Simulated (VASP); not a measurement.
Here is the system:

```
MoS2
1.0
    1.57104    -2.72112     0.00000
    1.57104     2.72112     0.00000
    0.00000     0.00000    11.97708
Mo S
2 4
Direct
  0.33333   0.66667   0.25000
  0.66667   0.33333   0.75000
  0.33333   0.66667   0.88076
  0.66667   0.33333   0.38076
  0.66667   0.33333   0.11924
  0.33333   0.66667   0.61924
```

The numbers are results of PBE GGA, VASP's PBE PAW potentials (set 64) (plane waves; VASP), not measurements. Settings: 500 eV cut-off, 8×8×2 Γ-centred mesh, Gaussian smearing of 0.050 eV, potentials Mo_sv S.

Without a dispersion term in the relaxation, distances and binding between the weakly bound layers, chains or molecules are unreliable, and so is what depends on them.

Problem. Predict the energy per atom (σ→0), pressure.

Solution. 
```json
{
 "energy per atom (σ→0)": "-7.250 eV/atom",
 "pressure": "4.94 GPa"
}
```

The compound is MoS2 in the 2H layered structure. It was relaxed first under an external pressure of 5 GPa.
